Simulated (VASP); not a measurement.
Method: PBE GGA, VASP's PBE PAW potentials (set 64) (plane waves; VASP).

A VASP calculation is set up with these files.

POSCAR:
```
Li
1.0
 -1.7145512457   1.7145512457   1.7145512457
  1.7145512457  -1.7145512457   1.7145512457
  1.7145512457   1.7145512457  -1.7145512457
Li
1
Cart
  0.0000000000   0.0000000000   0.0000000000
```

### INCAR
```
SYSTEM = Li
PREC = Normal
ENCUT = 450
EDIFF = 1E-5
NELM = 100
ALGO = Fast
LREAL = .FALSE.
LASPH = .TRUE.
ISMEAR = 1
SIGMA = 0.1
GGA = PE
LWAVE = .FALSE.
LCHARG = .FALSE.
NELMIN = 4
IBRION = 2
ISIF = 2
NSW = 20
EDIFFG = -0.03
```

File KPOINTS:
```
Automatic mesh
0
Gamma
17 17 17
0 0 0
```

POTCAR, in this order: Li_sv (PBE.64 set). Program: vasp_std.

The resulting files:

**OUTCAR**
```
 ion  position               nearest neighbor table
   1  0.000  0.000  0.000-
  LATTYP: Found a body centered cubic cell.
 ALAT       =     3.4291024914
 Subroutine PRICEL returns:
 Original cell was already a primitive cell.
 Subroutine GETGRP returns: Found 48 space group operations
The static configuration has the point symmetry O_h .
The dynamic configuration has the point symmetry O_h .
 Subroutine INISYM returns: Found 48 space group operations
 Subroutine IBZKPT returns following result:
 Found    165 irreducible k-points:

 Following reciprocal coordinates:
            Coordinates               Weight
  0.000000  0.000000  0.000000      1.000000
  0.058824  0.000000  0.000000     12.000000
  0.117647  0.000000  0.000000     12.000000
  0.176471  0.000000  0.000000     12.000000
  0.235294  0.000000  0.000000     12.000000
  0.294118  0.000000  0.000000     12.000000
  0.352941  0.000000  0.000000     12.000000
  0.411765  0.000000  0.000000     12.000000
  0.470588  0.000000  0.000000     12.000000
  0.058824  0.058824  0.000000     24.000000
...
```

File OSZICAR:
```
       N       E                     dE             d eps       ncg     rms          rms(c)
DAV:   1     0.358244631405E+00    0.35824E+00   -0.64821E+02  1670   0.382E+02
DAV:   2    -0.179863680318E+01   -0.21569E+01   -0.21023E+01  2315   0.565E+01
DAV:   3    -0.190263871012E+01   -0.10400E+00   -0.10398E+00  2060   0.809E+00
DAV:   4    -0.190507298407E+01   -0.24343E-02   -0.24339E-02  2170   0.123E+00
DAV:   5    -0.190509986783E+01   -0.26884E-04   -0.26883E-04  2085   0.117E-01    0.265E-01
RMM:   6    -0.190383503604E+01    0.12648E-02   -0.17366E-04  1777   0.121E-01    0.158E-01
RMM:   7    -0.190314474746E+01    0.69029E-03   -0.93384E-04  1880   0.241E-01    0.261E-02
RMM:   8    -0.190316988526E+01   -0.25138E-04   -0.14078E-04  1850   0.109E-01    0.666E-03
RMM:   9    -0.190317452863E+01   -0.46434E-05   -0.56081E-05  1610   0.702E-02
   1 F= -.19031745E+01 E0= -.19031680E+01  d E =-.190317E+01
```

File OUTCAR:
```
------------------------ aborting loop because EDIFF is reached ----------------------------------------
  FORCE on cell =-STRESS in cart. coord.  units (eV):
  Direction    XX          YY          ZZ          XY          YZ          ZX
  --------------------------------------------------------------------------------------
  Total       -0.1484841     -0.1484841     -0.1484841      0.0000000     -0.0000000      0.0000000
  in kB      -11.7999220    -11.7999220    -11.7999220      0.0000000     -0.0000000      0.0000000
  external PRESSURE =     -11.7999220 kB  Pullay stress =       0.0000000 kB
  volume of cell :       20.16
      direct lattice vectors                 reciprocal lattice vectors
    -1.714551246  1.714551246  1.714551246     0.000000000  0.291621496  0.291621496
     1.714551246 -1.714551246  1.714551246     0.291621496  0.000000000  0.291621496
     1.714551246  1.714551246 -1.714551246     0.291621496  0.291621496  0.000000000
 POSITION                                       TOTAL-FORCE (eV/Angst)
 -----------------------------------------------------------------------------------
      0.00000      0.00000      0.00000         0.000000      0.000000      0.000000
 -----------------------------------------------------------------------------------
    total drift:                                0.000000     -0.000000     -0.000000
  FREE ENERGIE OF THE ION-ELECTRON SYSTEM (eV)
  ---------------------------------------------------
  free  energy   TOTEN  =        -1.9031745286 eV

  energy  without entropy=       -1.9031549028  energy(sigma->0) =       -1.90316799

 reached required accuracy - stopping structural energy minimisation
```
(Selected blocks of OUTCAR.)

At this cut-off the stress carries a Pulay error, which pulls relaxed volumes low.

The compound is Li in the bcc structure. It was relaxed first, which changed the volume by -5 %.
